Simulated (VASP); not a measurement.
Given:

```yaml
crystal:
  lattice:
    - [0.00000, 2.31870, 2.31870]
    - [2.31870, 0.00000, 2.31870]
    - [2.31870, 2.31870, 0.00000]
  atoms:
    - { symbol: B, position: [0.00000, 0.00000, 0.00000] }
    - { symbol: P, position: [0.25000, 0.25000, 0.25000] }
```

The numbers are results of PW91 GGA, VASP's PBE PAW potentials (set 64) (plane waves; VASP 6.6.1), not measurements. Numerical set-up: 520 eV cut-off, 10×10×10 Γ-centred mesh, Gaussian smearing of 0.050 eV, potentials B P.

**Question.** Give the stress tensor in GPa (positive for a compressed cell).

**Answer.** 
```
-8.42   0.00   0.00
 0.00  -8.42   0.00
 0.00   0.00  -8.42
```
The pressure is its mean diagonal, -8.42 GPa.

The compound is BP in the zinc blende structure. This cell is one point of a volume scan, at 1.06 of the reference volume.
